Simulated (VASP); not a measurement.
Data:

```xyz
2
Lattice="2.8406 0.0000 0.0000 0.0000 2.8406 0.0000 0.0000 0.0000 2.8406" Properties=species:S:1:pos:R:3 pbc="T T T"
Al     1.4203     1.4203     1.4203
Fe     0.0000     0.0000     0.0000
```

Method: AM05 GGA, VASP's PBE PAW potentials (set 64) (plane waves; VASP). Run with 520 eV cut-off, Gaussian smearing of 0.050 eV, potentials Al Fe.

Problem. Give the energies of bands 1 to 8 at the high-symmetry points, in eV from the Fermi level.

Solution. 
| band | Γ | X | M | R |
|---|---|---|---|---|
| 1 | -10.46 | -6.16 | -4.78 | -3.40 |
| 2 | -2.35 | -6.00 | -2.38 | -3.40 |
| 3 | -2.35 | -1.66 | -2.02 | -3.40 |
| 4 | 0.20 | -0.85 | -2.02 | 0.91 |
| 5 | 0.20 | -0.85 | -0.60 | 0.91 |
| 6 | 0.20 | 0.33 | -0.60 | 3.16 |
| 7 | 6.73 | 1.33 | 0.87 | 3.16 |
| 8 | 6.73 | 8.85 | 3.69 | 3.16 |

It has no gap at this level: it comes out as a metal or semimetal.

The compound is FeAl in the CsCl type structure. It was relaxed first, which changed the volume by -7 %. The run is not spin-polarised, so no magnetic state was tried. The electron count is odd and the run is not spin-polarised, which forces a metal.
